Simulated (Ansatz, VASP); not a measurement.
# NbRu: VASP beside Ansatz, part 2 of 2

Wanted: the spread between two codes on one cell, functional and k mesh. The cell is taken from a series of runs on this material, whose earlier steps may have relaxed, scaled, displaced or heated it; both programs get it as it stands.

VASP 6.6.1 and Ansatz 0.2.0.

So far: The starting structure; VASP: relaxation of cell and atoms, PBEsol; Ansatz: relaxation of cell and atoms, PBEsol; Side by side.

## Step 5: Ansatz: zone-centre phonons, PBEsol

Level of this step: Ansatz beside VASP: Kohn-Sham DFT, plane waves, PBEsol (Ansatz).

Second derivatives magnify differences that forces hide, and they need a tight electronic threshold.

The cell is taken from a series of runs on this material, whose earlier steps may have relaxed, scaled, displaced or heated it; both programs get it as it stands.

input.yaml reads:

```yaml
crystal:
  lattice:
    - [3.1398677038, 0.0, 0.0]
    - [0.0, 3.1398677038, 0.0]
    - [0.0, 0.0, 3.1398677038]
  atoms:
    - { symbol: Nb, position: [0.0, 0.0, 0.0] }
    - { symbol: Ru, position: [0.5, 0.5, 0.5] }
kpoints:
  mp_grid: { grid: [16, 16, 16] }
hamiltonian:
  xc: pbesol
scf:
  occupations: { method: fermi_dirac, width: 0.1 }
output:
  eigenvalues: true
phonons:
  method: dfpt
  qpoints:
    - [0, 0, 0]
    - [0.0, 0.0625, 0.0]
    - [0.0, 0.1875, 0.0]
    - [0.0, 0.3125, 0.0]
    - [0.0, 0.4375, 0.0]
```

Launch:

```console
> ansatz run input.yaml --threads 4 --pin off --max-ram 8192MiB --backend cpu --events-out ev --progress --plain --runs-dir out
```

Numbers of over 12 decimals in the logs are rounded to 6 here.

Log:

```text
[...]
Crystal: 2 atoms, lattice volume = 30.955 Å³
Basis set: ecut = 420 eV, 619 PW (Γ), exchange–correlation on 48×48×48 points (8 copies of the dense FFT grid, shifted against one another)
Bands: 19, of which v1, the nominal top of the filled ones, is band 15 counted from 1 (14 counted from 0)
Symmetry: 48 space group operations
k-points: 165 of 4096
[...]
q = [0, 0, 0] (of the zone-centre solve; hermiticity 2.78e-7, symmetrization 3.80e-13): -0.00 -0.00 0.00 134.02 134.02 134.02
  q = [0, 0.0625, 0] (4 solved perturbations in 4032 linear systems a pass and spin channel, the states on 1296 of 4096 k-point pairs; hermiticity 1.28e-6, symmetrization 1.97e-10): 17.44 17.44 27.02 134.59 135.57 135.57
[...]
sum rule: each row above includes the acoustic sum rule's correction from the zone centre's row sums; it moved no ω² by more than (2.23 cm⁻¹)²
[key lines of the parts left out:]
SCF converged after 8 iterations
Free energy (F): -10312.298613 eV
Fermi energy:    21.378821 eV
```

## Step 6: VASP: zone-centre phonons, PBEsol

The same cell, functional, mesh and smearing now go to VASP, with its own data sets.

INCAR reads:

```
SYSTEM = NbRu
PREC = Accurate
ENCUT = 500
EDIFF = 1E-08
NELM = 120
ISMEAR = -1
SIGMA = 0.1
LREAL = .FALSE.
ALGO = Normal
GGA = PS
NBANDS = 19
LASPH = .TRUE.
LORBIT = 11
LWAVE = .FALSE.
LCHARG = .FALSE.
ISIF = 2
IBRION = 8
GGA_COMPAT = .FALSE.
KPAR = 2
```

POSCAR reads:

```
NbRu
1.0
    3.1398677038      0.0000000000      0.0000000000
    0.0000000000      3.1398677038      0.0000000000
    0.0000000000      0.0000000000      3.1398677038
Nb Ru
1 1
Direct
    0.0000000000      0.0000000000      0.0000000000
    0.5000000000      0.5000000000      0.5000000000
```

KPOINTS reads:

```
Automatic mesh
0
Gamma
16 16 16
0 0 0
```

Potentials, in the order of the species: Nb_sv and Ru_pv (PBE family, release 64).

Launch:

```console
> mpirun -np 2 vasp_std
```

Log:

```text
[banner, memory and clock lines left out]
running    2 mpi-ranks, on    1 nodes
[...]
[... a notice as in an earlier step ...]

 LDA part: xc-table for (Slater+PW92), standard interpolation
 POSCAR, INCAR and KPOINTS ok, starting setup
[...]
entering main loop
       N       E                     dE             d eps       ncg     rms          rms(c)
DAV:   1     0.287776314963E+03    0.28778E+03   -0.15608E+04  6270   0.146E+03
DAV:   2    -0.121492769560E+02   -0.29993E+03   -0.29460E+03  7031   0.518E+02
DAV:   3    -0.222796842999E+02   -0.10130E+02   -0.97438E+01  9495   0.873E+01
DAV:   4    -0.227435131876E+02   -0.46383E+00   -0.45923E+00  8388   0.152E+01
[...]
DAV:  13    -0.214715693964E+02   -0.36088E-07   -0.87381E-07  8128   0.105E-02    0.277E-03
DAV:  14    -0.214715686855E+02    0.71087E-06   -0.26624E-07  8354   0.654E-03    0.536E-04
DAV:  15    -0.214715686918E+02   -0.63042E-08   -0.88124E-09  3979   0.104E-03
   1 F= -.21471569E+02 E0= -.21423423E+02  d E =-.962908E-01
[...]
RMM:  18    -0.472462187565E+00   -0.30570E-06   -0.20553E-06 34896   0.103E-03    0.930E-05
RMM:  19    -0.472462587868E+00   -0.40030E-06   -0.15051E-06 32416   0.906E-04    0.942E-05
RMM:  20    -0.472463026460E+00   -0.43859E-06   -0.13304E-06 33821   0.807E-04    0.878E-05
 first order change of Fermi-energy  -0.21625E-02
 force on displaced ion       1 direction 1 :  -3.361   0.000  -0.000
 Linear response progress:
  Degree of freedom:   2/  2
       N       E                     dE             d eps       ncg     rms          rms(c)
RMM:   1    -0.554969836751E+00   -0.55497E+00    0.33391E+00 16636   0.501E+01
RMM:   2    -0.662579850031E+00   -0.10761E+00   -0.13770E-01 22443   0.277E+00    0.178E-01
RMM:   3    -0.662952831280E+00   -0.37298E-03   -0.96823E-03 27414   0.641E-01    0.101E-01
RMM:   4    -0.662722544140E+00    0.23029E-03   -0.11752E-03 29778   0.219E-01    0.330E-02
[...]
RMM:  18    -0.662581586169E+00   -0.21726E-07   -0.11719E-07 35141   0.263E-04    0.706E-06
RMM:  19    -0.662581613201E+00   -0.27032E-07    0.53488E-10 31132   0.230E-04    0.367E-06
RMM:  20    -0.662581611686E+00    0.15150E-08    0.45711E-08 35125   0.196E-04    0.614E-06
 first order change of Fermi-energy   0.22304E-02
 force on displaced ion       2 direction 1 :  -3.314   0.000  -0.000
 Linear response finished
```

OUTCAR, selected parts (step 6):

```text
  Total       -0.0131287     -0.0131287     -0.0131287     -0.0000000      0.0000000      0.0000000
  in kB       -0.6795138     -0.6795138     -0.6795138     -0.0000000      0.0000000      0.0000000
  external PRESSURE =      -0.6795138 kB  Pullay stress =       0.0000000 kB

 POSITION                                       TOTAL-FORCE (eV/Angst)
 -----------------------------------------------------------------------------------
      0.00000      0.00000      0.00000         0.000000      0.000000      0.000000
      1.56993      1.56993      1.56993         0.000000      0.000000      0.000000
 -----------------------------------------------------------------------------------
    total drift:                                0.000000      0.000000     -0.000000

[... 2 further parts left out ...]
```

## Step 7: Differences

What differs besides the data sets and the points named for the pairs above, as far as they apply: the data sets hold 29 valence electrons in Ansatz (on its default PAW (the set named soft_2) files) and 27 in VASP. Total energies have different zeros and are not compared.

The two programs side by side:

| quantity | Ansatz | VASP | difference |
| --- | --- | --- | --- |
| optical mode 1 to 3 (cm⁻¹) | 134.0 | 136.9 | -2.14 % |

Modes are paired by rising frequency, not by their patterns, so a pair may set unlike modes beside each other; they are those without the splitting of longitudinal modes.

## Step 8: Outcome

```json
{"difference in volume (relaxation of cell and atoms, PBEsol)": "0.10 %", "r.m.s. difference of the optical zone-centre modes, each program's sorted by frequency (zone-centre phonons, PBEsol)": "2.9 cm⁻¹", "difference in optical mode 1 to 3 (zone-centre phonons, PBEsol)": "-2.1 %"}
```

**Reading.** The difference in volume is 0.10 % (relaxation of cell and atoms, PBEsol), within the 1.2 % picked in this series as the mark of a large difference, as far as the stopping tolerances let one tell. The data sets hold unlike numbers of valence electrons (29 in Ansatz and 27 in VASP), so part of the differences comes from the potentials. Among the rows given in per cent, the largest difference of the zone-centre phonons, PBEsol pair is in optical mode 1 to 3, -2.1 %. 1 further run of this series is not shown here. How closely two codes agree says nothing of how well the functional describes the real material.

[Lines on the potential files, build, host, timing and source positions are cut from VASP's logs without a mark.]

[Logs are printed without paths, hosts, clocks, repeated set-up lines and the standing remarks that a program may print on its own settings, such as how far it seeks lower states.]

[Hosts, paths, dates, database ids (printed as entryN), source tags and the programs' standing remarks are cut or masked in the printed files.]
